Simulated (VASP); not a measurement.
These are PBE GGA, VASP's PBE PAW potentials (set 64) (plane waves; VASP 6.6.1) values and carry that method's errors.

Input for VASP

**INCAR**
```
! general
SYSTEM   =  ZnInGaO4
PREC     =  Accurate
ENCUT    =  400
LREAL    =  F
LASPH    =  T

! electronic loop
EDIFF    =  1E-6
NELM     =  100
ALGO     =  Normal
LMAXMIX  =  4

! smearing
ISMEAR   =  0
SIGMA    =  0.1

! functional
GGA      =  PE

! ions
ISIF     =  2

! output
LWAVE    =  F
LCHARG   =  F
```

File POSCAR:
```
ZnInGaO4
9.0843820
  0.1851999399   0.1069252702   0.9768664506
 -0.1851999399   0.1069252702   0.9768664506
  0.0000000000  -0.2138504303   0.9768664506
In Ga Zn O
1 1 1 4
Cartesian
  0.0000000000   0.0000000000   0.0000000000
 -0.0000000000   0.0000000862   2.2943662325
  0.0000000000   0.0000000239   0.6362331193
  0.0000000000   0.0000000960   2.5548965148
  0.0000000000   0.0000000141   0.3757028369
 -0.0000000000   0.0000000778   2.0725198615
 -0.0000000000   0.0000000322   0.8580794902
```

### KPOINTS
```
Automatic
0
G
  9 9 9
```

POTCAR, in this order: In_d Ga_d Zn O (PBE.64 set). Program: vasp_std.

### Question
What will the output report for the number of irreducible k-points (NKPTS), largest plane-wave count, number of space-group operations, FFT grid (NGX, NGY, NGZ)?

### Answer

| Property | Value |
|---|---|
| number of irreducible k-points (NKPTS) | 85 |
| largest plane-wave count | 1622 |
| number of space-group operations | 6 |
| FFT grid (NGX, NGY, NGZ) | 60 × 60 × 60 |

The structure was generated: ZnInGaO4 was put into an ordered model structure, which need not be its known phase. The cell was not relaxed at this level.
